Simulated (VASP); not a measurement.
Consider the following.

```
Ga3InN4
1.0
    0.00000     2.30616     2.30616
    2.30616     0.00000     2.30616
    9.27051     9.27051    -0.04586
In N Ga
1 4 3
Cartesian
  9.26139   9.26139  -0.03674
  1.27261   1.27261   1.03355
  3.50848   3.50848   1.10384
  5.76062   5.76062   1.15787
  8.01087   8.01087   1.21377
  4.68483   4.68483   4.53981
  4.62986   4.62986  -0.01754
  6.88332   6.88332   0.03516
```

All values below come from PBEsol GGA, VASP's PBE PAW potentials (set 64) (plane waves; VASP 6.6.1). Settings: 520 eV cut-off, 9×9×3 Γ-centred mesh, tetrahedra with Blöchl corrections, potentials In_d N Ga_d.

The cores are frozen, which limits the accuracy of field gradients.

Question: Give the principal components of the electric field gradient (V/Å²) and the asymmetry η at each nucleus.

Answer: 
```tsv
atom	Vxx	Vyy	Vzz	η
In1	-14.3	-14.3	28.7	0.00
N2	-11.1	-11.1	22.2	0.00
N3	3.1	3.1	-6.3	0.00
N4	3.1	3.1	-6.2	0.00
N5	-0.8	-0.8	1.6	0.00
Ga6	6.6	6.6	-13.2	0.00
Ga7	8.6	8.6	-17.2	0.00
Ga8	8.5	8.5	-16.9	0.00
```

The structure was generated: Ga3InN4 was put into an ordered model structure (R3m), which need not be its known phase. It was relaxed first.
